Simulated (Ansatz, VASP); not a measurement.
# Cross-check of H23C11 (amorphous polyisobutylene at 640 K) between VASP and Ansatz

Wanted: the spread between two codes on one cell, functional and k mesh. Of the first pair: The structure shown is the start of the Ansatz relaxation below; VASP solves that cell, so the two are compared at the walk's first step.

Program: Ansatz 0.2.0. Level of theory: plane waves, with VASP 6.6.1 beside it; single point at PBE with D3(BJ). Results are calculated unless marked as measured.

### 1. Set-up

The cell holds 136 atoms: 44 C and 92 H. Its edges and angles: a = 11.429 Å, b = 11.429 Å, c = 11.429 Å, α = 90.0°, β = 90.0°, γ = 90.0°. As first built, before any earlier steps moved the atoms (in the runner's words): 2 polyisobutylene chains of 5 units placed at random, at 0.691 g/cm^3; overlaps pushed apart, then 20 ps at 800 K with MMFF94 bonds, angles, torsions, charges and radii (Halgren, J. Comput. Chem. 17, 490 (1996)) in harmonic and 12-6 forms; charges of ions scaled by 0.8. Snapshot after 30 ps at 640 K and fixed volume. The cell carries charge +1.

### 2. Ansatz: relaxation, PBE with D3(BJ)

Ansatz runs on its default PAW (the set named soft_2) files.

The two programs are compared at the cell with which this relaxation starts, whose forces are those of its first step.

Contents of input.yaml:

```yaml
crystal:
  lattice:
    - [11.42893, 0.0, 0.0]
    - [0.0, 11.42893, 0.0]
    - [0.0, 0.0, 11.42893]
  atoms:
    - { symbol: C, position: [0.05187, 0.58118, 0.91543] }
    - { symbol: C, position: [0.0016, 0.54351, 0.79713] }
    - { symbol: C, position: [0.91899, 0.43635, 0.79888] }
    - { symbol: C, position: [0.81369, 0.46234, 0.87929] }
    - { symbol: C, position: [0.98221, 0.32823, 0.84908] }
    - { symbol: C, position: [0.86424, 0.40943, 0.67659] }
    - { symbol: C, position: [0.93325, 0.3959, 0.55865] }
    - { symbol: C, position: [0.9609, 0.51836, 0.50905] }
    - { symbol: C, position: [0.04863, 0.32882, 0.57349] }
    - { symbol: C, position: [0.84358, 0.33141, 0.47727] }
    - { symbol: C, position: [0.86813, 0.28252, 0.35161] }
    - { symbol: C, position: [0.74506, 0.26404, 0.29849] }
    - { symbol: C, position: [0.93265, 0.37044, 0.27291] }
    - { symbol: C, position: [0.93237, 0.16269, 0.36634] }
    - { symbol: C, position: [0.99246, 0.09028, 0.26684] }
    - { symbol: C, position: [0.10224, 0.15398, 0.22073] }
    - { symbol: C, position: [0.03491, 0.97812, 0.32875] }
    - { symbol: C, position: [0.90313, 0.06406, 0.16787] }
    - { symbol: C, position: [0.91891, 0.96738, 0.07311] }
    - { symbol: C, position: [0.82378, 0.99139, 0.98045] }
    - { symbol: C, position: [0.89608, 0.84369, 0.12152] }
    - { symbol: C, position: [0.03836, 0.97016, 0.01175] }
    - { symbol: H, position: [0.98342, 0.60718, 0.97762] }
    - { symbol: H, position: [0.11043, 0.65666, 0.90442] }
    - { symbol: H, position: [0.10334, 0.5112, 0.95642] }
    - { symbol: H, position: [0.07528, 0.5252, 0.73802] }
    - { symbol: H, position: [0.95378, 0.61768, 0.7582] }
    - { symbol: H, position: [0.76753, 0.54198, 0.85112] }
    - { symbol: H, position: [0.84095, 0.47418, 0.97068] }
    - { symbol: H, position: [0.75064, 0.38967, 0.87731] }
[... 100 atom lines left out ...]
    - { symbol: H, position: [0.45841, 0.70306, 0.06917] }
    - { symbol: H, position: [0.36776, 0.60326, 0.99292] }
    - { symbol: H, position: [0.30406, 0.71035, 0.08551] }
    - { symbol: H, position: [0.26951, 0.42163, 0.24224] }
    - { symbol: H, position: [0.26353, 0.4438, 0.08829] }
    - { symbol: H, position: [0.19203, 0.54356, 0.18388] }
total_charge: 1
kpoints:
  mp_grid: { grid: [1, 1, 1] }
hamiltonian:
  xc: pbe
  dispersion: d3bj
scf:
  occupations: { method: fermi_dirac, width: 0.01 }
  lower_state_search: "off"
output:
  forces: true
magnetization:
  spin_polarized: true
  initial_magnetization: 1
relax:
  f_tol: 0.05
  max_steps: 90
```

Command:

```bash
ansatz run input.yaml --threads 4 --pin off --max-ram 8192MiB --backend cpu --events-out ev --progress --plain --runs-dir out
```

Numbers of over 12 decimals in the logs are rounded to 6 here.

The program printed:

```text
Engine: ansatz 0.2.0, x86_64-unknown-linux-gnu
Pseudopotentials: kind: paw
Pseudopotential: C, paw, valence charge 4, recommended cutoff 420 eV (normal), C.paw.azcp
Pseudopotential: H, paw, valence charge 1, recommended cutoff 420 eV (normal), H.paw.azcp
Functional definition: PBE
  parameter kappa = 0.804
  parameter beta = 0.066725
  exchange = pbe_x(kappa = kappa, mu = beta*pi^2/3)
  correlation = pbe_c(beta = beta)
Crystal: 136 atoms, lattice volume = 1492.852 Å³
Basis set: ecut = 420 eV, 29039 PW (Γ), exchange–correlation on 160×160×160 points (8 copies of the dense FFT grid, shifted against one another)
Bands: 270, of which v1, the nominal top of the filled ones, is band 134 counted from 1 (133 counted from 0)
Symmetry: 1 space group operations
Space group: P1 (ITA 1), of the structure as read, at distance tolerance 1.1e-4 Å
Magnetic group: BNS 1.1 (UNI 1), of the structure as read, at distance tolerance 1.1e-4 Å
k-points: 1
Non-local potential: C, projectors of the file, l = 0: 2, l = 1: 2, l = 2: 1
Non-local potential: H, projectors of the file, l = 0: 2, l = 1: 1
PAW form: soft (Blöchl's): semilocal exchange-correlation on the pseudo side does not see the compensation charge
PAW one-centre angular grid: C, 110 points (default); XC on 64 Gauss nodes
PAW one-centre angular grid: H, 110 points (default); XC on 64 Gauss nodes
Initial density: superposition of atomic densities (chi_scale 0.1, normalization cell)
Starting moments: Σ|m| = 1 μB on 136 of 136 sites
Initial wavefunctions: pseudopotential atomic-orbital guess
Functional: x = pbe(κ = 0.804, μ = 0.219515), c = pbe(β = 0.066725)
SCF iter   1: F=—  HF=-12601.073332 eV  |F-HF|=—  |Δ(HF+E_count)|=         —  Δρ=5.44e-2 (↑5.44e-2 ↓5.40e-2)  dr2=2.19e2  dr2_m=5.64e-2  M=1.000 μB ∫|m|=1.025 μB  β_m=1.00  ethr=3.10e-3  ⟨swp⟩=6.0  Hψ=2564  notcnv=0  defer=64
preconditioner: auto → Resta (q_TF=auto, 2.048 Å⁻¹)  ε∞=1.8  [insulator: Δε(μ)=0.085 eV  Ē_g=17.158 eV  σ=0.010 eV  W_gap=0.97  n_scr=202 (ndim 8)  ℏωp=15.7 eV  f_vac=0.197  D(μ)=2.71/eV (n_scr^D=6)  ε∞_Penn≈1.8]
spin=Collinear: Resta preconditioning applied to the charge; magnetization (m = ρ↑ − ρ↓) channel mixes plain (no charge-response kernel on spin).
SCF iter   2: F=—  HF=-12549.814063 eV  |F-HF|=—  |Δ(HF+E_count)|=         —  Δρ=3.33e-2 (↑3.23e-2 ↓3.33e-2)  dr2=6.85e1  dr2_m=4.21e-2  M=0.085 μB ∫|m|=0.220 μB  β_m=0.30  ethr=3.10e-3  ⟨swp⟩=3.0  Hψ=910  notcnv=0  defer=262
Mixer restart at iter 2: flushing history
preconditioner: auto → none  [metal: Δε(μ)=0.003 eV  Ē_g=16.332 eV  σ=0.010 eV  W_gap=0.08  n_scr=202 (ndim 8)  ℏωp=15.7 eV  f_vac=0.212  D(μ)=49.64/eV (n_scr^D=364)]
SCF iter   3: F=—  HF=-12532.863799 eV  |F-HF|=—  |Δ(HF+E_count)|=    1.70e1  Δρ=2.07e-2 (↑2.07e-2 ↓2.07e-2)  dr2=1.96e1  dr2_m=1.87e-2  M=0.999 μB ∫|m|=1.045 μB  β_m=0.30  ethr=3.10e-3  ⟨swp⟩=4.0  Hψ=1194  notcnv=0  defer=258
SCF iter   4: F=—  HF=-12528.585283 eV  |F-HF|=—  |Δ(HF+E_count)|=    4.28e0  Δρ=1.12e-2 (↑1.01e-2 ↓1.12e-2)  dr2=6.77e0  dr2_m=3.50e-2  M=0.158 μB ∫|m|=0.280 μB  β_m=0.30  ethr=3.10e-3  ⟨swp⟩=4.0  Hψ=546  notcnv=0  defer=258
SCF iter   5: F=—  HF=-12526.911137 eV  |F-HF|=—  |Δ(HF+E_count)|=    1.67e0  Δρ=5.72e-3 (↑5.55e-3 ↓5.72e-3)  dr2=1.40e0  dr2_m=1.18e-2  M=0.968 μB ∫|m|=1.008 μB  β_m=0.30  ethr=2.53e-3  ⟨swp⟩=2.0  Hψ=634  notcnv=0  defer=258
SCF iter   6: F=—  HF=-12526.876964 eV  |F-HF|=—  |Δ(HF+E_count)|=   3.42e-2  Δρ=3.74e-3 (↑1.30e-3 ↓3.74e-3)  dr2=1.33e0  dr2_m=3.12e-2  M=0.340 μB ∫|m|=0.452 μB  β_m=0.30  ethr=5.24e-4  ⟨swp⟩=3.0  Hψ=678  notcnv=0  defer=258
SCF iter   7: F=—  HF=-12526.721504 eV  |F-HF|=—  |Δ(HF+E_count)|=   1.55e-1  Δρ=2.86e-3 (↑1.12e-3 ↓2.86e-3)  dr2=7.58e-1  dr2_m=2.18e-2  M=0.992 μB ∫|m|=1.047 μB  β_m=0.30  ethr=4.97e-4  ⟨swp⟩=2.5  Hψ=471  notcnv=0  defer=258
SCF iter   8: F=—  HF=-12526.769352 eV  |F-HF|=—  |Δ(HF+E_count)|=   4.78e-2  Δρ=3.57e-3 (↑6.20e-4 ↓3.57e-3)  dr2=1.02e0  dr2_m=3.58e-2  M=0.525 μB ∫|m|=0.639 μB  β_m=0.30  ethr=2.84e-4  ⟨swp⟩=2.5  Hψ=470  notcnv=0  defer=258
SCF iter   9: F=—  HF=-12526.693603 eV  |F-HF|=—  |Δ(HF+E_count)|=   7.57e-2  Δρ=3.31e-3 (↑4.44e-4 ↓3.31e-3)  dr2=7.43e-1  dr2_m=3.80e-2  M=0.883 μB ∫|m|=0.964 μB  β_m=0.30  ethr=2.84e-4  ⟨swp⟩=1.5  Hψ=453  notcnv=0  defer=258
SCF iter  10: F=—  HF=-12526.674150 eV  |F-HF|=—  |Δ(HF+E_count)|=   1.95e-2  Δρ=5.54e-4 (↑5.19e-4 ↓5.54e-4)  dr2=5.41e-3  dr2_m=3.39e-3  M=0.999 μB ∫|m|=1.049 μB  β_m=0.30  ethr=2.78e-4  ⟨swp⟩=1.5  Hψ=283  notcnv=0  defer=258
SCF iter  11: F=—  HF=-12526.685466 eV  |F-HF|=—  |Δ(HF+E_count)|=   1.13e-2  Δρ=2.49e-3 (↑3.95e-4 ↓2.49e-3)  dr2=4.65e-1  dr2_m=1.96e-2  M=0.999 μB ∫|m|=1.069 μB  β_m=0.30  ethr=2.03e-6  ⟨swp⟩=2.5  Hψ=600  notcnv=0  defer=258
[...]
- { symbol: H, position: [0.751182, 0.387112, 0.877321] }
    - { symbol: H, position: [0.066923, 0.309983, 0.804476] }
    - { symbol: H, position: [0.00297891, 0.340766, 0.941716] }
    - { symbol: H, position: [0.928827, 0.248959, 0.841233] }
    - { symbol: H, position: [0.794889, 0.473767, 0.660085] }
    - { symbol: H, position: [0.813607, 0.324466, 0.691149] }
    - { symbol: H, position: [0.00668047, 0.570448, 0.572289] }
    - { symbol: H, position: [0.875385, 0.563480, 0.490032] }
    - { symbol: H, position: [0.00961762, 0.513638, 0.429252] }
    - { symbol: H, position: [0.034674, 0.240419, 0.610599] }
    - { symbol: H, position: [0.093039, 0.319403, 0.489357] }
    - { symbol: H, position: [0.107860, 0.375895, 0.631676] }
    - { symbol: H, position: [0.766064, 0.386983, 0.472079] }
    - { symbol: H, position: [0.810721, 0.251368, 0.529402] }
    - { symbol: H, position: [0.749666, 0.226004, 0.212689] }
    - { symbol: H, position: [0.697611, 0.345483, 0.296680] }
    - { symbol: H, position: [0.693654, 0.201506, 0.355899] }
    - { symbol: H, position: [0.887809, 0.455140, 0.279345] }
    - { symbol: H, position: [0.930369, 0.341587, 0.183618] }
    - { symbol: H, position: [0.024019, 0.382111, 0.299868] }
    - { symbol: H, position: [0.00473304, 0.175680, 0.431342] }
    - { symbol: H, position: [0.871188, 0.103034, 0.410694] }
    - { symbol: H, position: [0.155883, 0.188955, 0.293645] }
    - { symbol: H, position: [0.158999, 0.096631, 0.169648] }
[...]
- { symbol: C, position: [0.489234, 0.316222, 0.656260] }
    - { symbol: C, position: [0.519683, 0.267237, 0.776770] }
    - { symbol: C, position: [0.442991, 0.165423, 0.824592] }
    - { symbol: C, position: [0.316265, 0.208132, 0.838012] }
    - { symbol: C, position: [0.492187, 0.134197, 0.945340] }
    - { symbol: C, position: [0.452791, 0.063010, 0.733013] }
    - { symbol: C, position: [0.420017, 0.935384, 0.761131] }
    - { symbol: C, position: [0.511873, 0.873372, 0.836853] }
    - { symbol: C, position: [0.300377, 0.924184, 0.823085] }
    - { symbol: C, position: [0.397536, 0.864039, 0.643676] }
    - { symbol: C, position: [0.486365, 0.856446, 0.539083] }
    - { symbol: C, position: [0.609515, 0.823882, 0.578407] }
    - { symbol: C, position: [0.489275, 0.971139, 0.469867] }
    - { symbol: C, position: [0.424059, 0.758316, 0.462961] }
    - { symbol: C, position: [0.486729, 0.690903, 0.359712] }
    - { symbol: C, position: [0.549458, 0.771578, 0.274015] }
    - { symbol: C, position: [0.572380, 0.600276, 0.409166] }
    - { symbol: C, position: [0.378846, 0.626531, 0.302877] }
    - { symbol: C, position: [0.384132, 0.563587, 0.181067] }
    - { symbol: C, position: [0.488385, 0.481219, 0.164465] }
    - { symbol: C, position: [0.378528, 0.651103, 0.079266] }
    - { symbol: C, position: [0.271097, 0.489104, 0.177883] }
[...]
- { symbol: H, position: [0.571925, 0.528386, 0.158398] }
    - { symbol: H, position: [0.478134, 0.432539, 0.081922] }
    - { symbol: H, position: [0.458135, 0.703976, 0.071488] }
    - { symbol: H, position: [0.367433, 0.603823, 0.996154] }
    - { symbol: H, position: [0.303784, 0.710905, 0.088963] }
    - { symbol: H, position: [0.271844, 0.421768, 0.246518] }
    - { symbol: H, position: [0.263823, 0.444740, 0.092766] }
    - { symbol: H, position: [0.192862, 0.543764, 0.189718] }
```

In the SCF lines HF is the Harris–Foulkes energy and dr2 the Hartree energy of the density residual, in eV; the loop may stop once dr2 is under the threshold and the program's other checks hold. Hψ counts applications of the Hamiltonian.

### 3. VASP: single point, PBE with D3(BJ), start cell, pair 1

The same cell, functional, mesh and smearing now go to VASP, with its own data sets.

Lines of VASP's logs that name or quote its potential files are left out, and so is its time.

Contents of INCAR:

```
SYSTEM = H23C11
PREC = Accurate
ENCUT = 520
EDIFF = 1E-06
NELM = 200
ISMEAR = -1
SIGMA = 0.01
LREAL = Auto
ALGO = Normal
GGA = PE
IVDW = 12
NELECT = 267
NBANDS = 228
ISPIN = 2
MAGMOM = 0 0 0.02 0.01 0 0.01 0.02 0 0 0.02 0.02 0.01 0 0.01 0.01 0 0 0 0.01 0 0 0 0 0 0.01 0 0 0.01 0.03 0 0.01 0.02 0.03 0 0 0.02 0.03 0 0 0.01 0.02 0 0 0 0 -0 0 0 0 -0 0 -0 0 0 -0 0 -0 0 -0 0 -0 0 0 -0 -0 0.01 0 -0 0 0 0 0.01 -0 0 0 0 -0 0 0 0 0 -0 0 -0 0 0 0 0 0 0 0 0 0 0 -0 0 0 0 0 0 0 0 0 0 0 0 0.01 -0 0 -0 0 0 -0 0 0 0 -0 0 0 0 -0 0 0 -0 0 -0 0 0 0 0 0 0 -0 -0 0 -0
LORBIT = 11
LWAVE = .FALSE.
LCHARG = .FALSE.
ISIF = 2
LASPH = .TRUE.
GGA_COMPAT = .FALSE.
```

Contents of POSCAR:

```
H23C11
1.0
   11.4289300000      0.0000000000      0.0000000000
    0.0000000000     11.4289300000      0.0000000000
    0.0000000000      0.0000000000     11.4289300000
C H
44 92
Direct
    0.0518683726      0.5811830154      0.9154312783
    0.0016011998      0.5435066975      0.7971262402
    0.9189924166      0.4363488096      0.7988761853
    0.8136894705      0.4623442439      0.8792861624
    0.9822091832      0.3282284518      0.8490821100
    0.8642366346      0.4094259043      0.6765900220
    0.9332457194      0.3958988287      0.5586524723
    0.9609036016      0.5183599865      0.5090502785
    0.0486309742      0.3288234332      0.5734920067
    0.8435785327      0.3314133519      0.4772712756
    0.8681302624      0.2825198859      0.3516077183
    0.7450566238      0.2640404657      0.2984881349
    0.9326507381      0.3704371275      0.2729126874
    0.9323707469      0.1626923955      0.3663422560
    0.9924638614      0.0902796675      0.2668403779
    0.1022405422      0.1539776690      0.2207293246
    0.0349114047      0.9781230614      0.3287534354
    0.9031291643      0.0640567402      0.1678722330
    0.9189136691      0.9673783985      0.0731127061
    0.8237779040      0.9913876452      0.9804504884
    0.8960768856      0.8436922792      0.1215161874
    0.0383587965      0.9701608112      0.0117508813
    0.4895383907      0.3170900513      0.6603417818
    0.5195761983      0.2674441089      0.7808692502
    0.4430335998      0.1650635711      0.8275140367
    0.3164775705      0.2089171952      0.8422835734
    0.4924695488      0.1340020457      0.9486802352
    0.4515033341      0.0637767490      0.7363681464
    0.4189543553      0.9345319291      0.7626610715
    0.5120514344      0.8733625982      0.8389411782
[... 100 atom lines left out ...]
    0.4584068675      0.7030579416      0.0691665799
    0.3677597115      0.6032585728      0.9929188472
    0.3040617101      0.7103464629      0.0855110671
    0.2695090442      0.4216317713      0.2422361498
    0.2635329817      0.4438035757      0.0882934798
    0.1920302251      0.5435591958      0.1838842306
```

Contents of KPOINTS:

```
Automatic mesh
0
Gamma
1 1 1
0 0 0
```

The projector-augmented-wave data sets are C and H (PBE family, release 64).

Command:

```bash
export OMP_NUM_THREADS=3
mpirun -np 1 vasp_gam
```

The program printed:

```text
[banner, memory and clock lines left out]
running    1 mpi-ranks, on    1 nodes
[...]
Offloading initialized ...    1 GPUs detected
[...]
LDA part: xc-table for (Slater+PW92), standard interpolation
 POSCAR, INCAR and KPOINTS ok, starting setup
[...]
entering main loop
       N       E                     dE             d eps       ncg     rms          rms(c)
DAV:   1     0.163242014543E+04    0.16324E+04   -0.12526E+05   920   0.103E+03
DAV:   2    -0.574244977593E+03   -0.22067E+04   -0.20895E+04  1128   0.238E+02
DAV:   3    -0.801550432697E+03   -0.22731E+03   -0.22529E+03  1200   0.776E+01
DAV:   4    -0.808189648595E+03   -0.66392E+01   -0.66207E+01  1192   0.154E+01
DAV:   5    -0.808381615101E+03   -0.19197E+00   -0.19178E+00  1304   0.245E+00BRMIX: very serious problems
 the old and the new charge density differ
 old charge density:   268.00000 new  267.00000
    0.436E+01
DAV:   6    -0.748703368203E+03    0.59678E+02   -0.92399E+01  1072   0.147E+01    0.223E+01
DAV:   7    -0.737777634183E+03    0.10926E+02   -0.28415E+01  1176   0.831E+00    0.116E+01
DAV:   8    -0.735885208803E+03    0.18924E+01   -0.34491E+00  1176   0.374E+00    0.530E+00
DAV:   9    -0.735617206824E+03    0.26800E+00   -0.16774E+00  1112   0.244E+00    0.171E+00
[...]
DAV:  22    -0.735687961142E+03    0.64589E-05   -0.76904E-06  1016   0.738E-03    0.757E-03
DAV:  23    -0.735687958158E+03    0.29833E-05   -0.50751E-06   936   0.480E-03    0.275E-03
DAV:  24    -0.735687957264E+03    0.89417E-06   -0.10897E-06   752   0.305E-03
   1 F= -.74163764E+03 E0= -.74163079E+03  d E =-.137070E-01  mag=    -0.9998
```

Parts of OUTCAR (step 3):

```text
 magnetization (x)
# of ion       s       p       d       tot
------------------------------------------
    1       -0.000  -0.004   0.000  -0.004
    2        0.000  -0.004   0.000  -0.004
    3       -0.001  -0.018   0.000  -0.019
    4       -0.002  -0.015   0.000  -0.016
    5        0.000  -0.002   0.000  -0.002
    6       -0.001  -0.028   0.000  -0.029
[...]
134        0.000  -0.000   0.000   0.000
  135       -0.004  -0.000   0.000  -0.004
  136        0.000  -0.000   0.000   0.000
--------------------------------------------------
tot         -0.170  -0.580   0.000  -0.750
```

Dispersion corrections of this kind ignore metallic screening and tend to overbind metals.

### 4. Differences

Known differences besides the potentials themselves: VASP starts from the moments at which Ansatz ended; the cutoff is 420 eV in Ansatz and 520 eV in VASP (PREC = Accurate, projectors in real space). Total energies have different zeros and are not compared.

Forces on 10 of the 136 atoms, those with the largest forces and the largest differences (eV/Å; atoms numbered as in POSCAR):

```tsv
atom	Ansatz x, y, z	VASP x, y, z
C7	0.861, 0.236, -0.384	0.860, 0.230, -0.385
C10	-0.608, -0.004, 0.664	-0.596, 0.004, 0.661
C11	0.552, -0.250, -0.845	0.555, -0.255, -0.840
C29	0.620, 0.487, 0.568	0.625, 0.490, 0.559
C33	0.887, 0.655, -0.076	0.888, 0.656, -0.075
C36	-0.867, -0.203, 0.201	-0.864, -0.206, 0.200
C37	1.004, -0.116, -0.263	0.998, -0.119, -0.262
H72	0.107, -0.045, -0.027	0.127, -0.041, -0.007
H103	0.020, 0.028, 0.056	0.047, 0.027, 0.046
H110	0.027, -0.024, -0.008	0.002, -0.015, -0.019
```

The forces differ by 12 meV/Å r.m.s., which is 6.6 % of the r.m.s. force of 0.177 eV/Å (both taken over all components). Moments aren't recorded for both runs of this pair, so they may hold unlike magnetic states. The cell carries a charge of +1 e against a uniform background, so its pressure also hangs on how the neutralising background is counted, and in a defect's cell a gap may be the spacing between its levels.

[end of part 1 of 2]

[Lines on the potential files, build, host, timing and source positions are cut from VASP's logs without a mark.]

[Logs are printed without paths, hosts, clocks, repeated set-up lines and the standing remarks that a program may print on its own settings, such as how far it seeks lower states.]

[Hosts, paths, dates, database ids (printed as entryN), source tags and the programs' standing remarks are cut or masked in the printed files.]

[The MMFF94 radii named for the starting cell were scaled by 0.96; in molecules described by MMFF94, hydrogen bound to N, O or S took a small fixed 12-6 site in their place.]
